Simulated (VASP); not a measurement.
The input files of a VASP run:

### KPOINTS
```
Automatic mesh
0
Gamma
8 8 8
0 0 0
```

File POSCAR:
```
Rb
1
   -2.7874384333     2.7874384333     2.7874384333
    2.7874384333    -2.7874384333     2.7874384333
    2.7874384333     2.7874384333    -2.7874384333
Rb
1
Direct
  0.0000000000   0.0000000000   0.0000000000
```

INCAR:
```
SYSTEM = Rb
PREC = Accurate
ENCUT = 480
EDIFF = 1E-7
NELM = 100
ALGO = Normal
LREAL = .FALSE.
LASPH = .TRUE.
ISMEAR = 1
SIGMA = 0.1
GGA = PS
LMAXMIX = 4
LWAVE = .FALSE.
LCHARG = .FALSE.
ISIF = 2
```

POTCAR, in this order: Rb_sv (PBE.64 set). Program: vasp_std.

**Question.** Translate this PBEsol calculation to Quantum ESPRESSO's pw.x.

**Answer.** One equivalent input (not run):
```
&CONTROL
  calculation = 'scf'
  pseudo_dir = './pseudo'
  outdir = './out'
  tprnfor = .true.
  tstress = .true.
/
&SYSTEM
  ibrav = 0
  nat = 1
  ntyp = 1
  ecutwfc = 46
  occupations = 'smearing'
  smearing = 'methfessel-paxton'
  degauss = 0.00735
  input_dft = 'pbesol'
/
&ELECTRONS
  conv_thr = 7.3e-09
  electron_maxstep = 100
/
ATOMIC_SPECIES
  Rb 85.468 Rb.upf
CELL_PARAMETERS angstrom
    -2.7874384    2.7874384    2.7874384
     2.7874384   -2.7874384    2.7874384
     2.7874384    2.7874384   -2.7874384
ATOMIC_POSITIONS crystal
  Rb   0.0000000  0.0000000  0.0000000
K_POINTS automatic
  8 8 8 0 0 0
```
What does not carry over: the potentials are each code's own (VASP's PAW set, PseudoDojo norm-conserving files in pw.x), so ENCUT and ecutwfc are chosen apart and not converted; conv_thr bounds pw.x's estimated SCF error, while EDIFF bounds the energy change between steps.

The compound is Rb in the bcc structure. It was relaxed first.
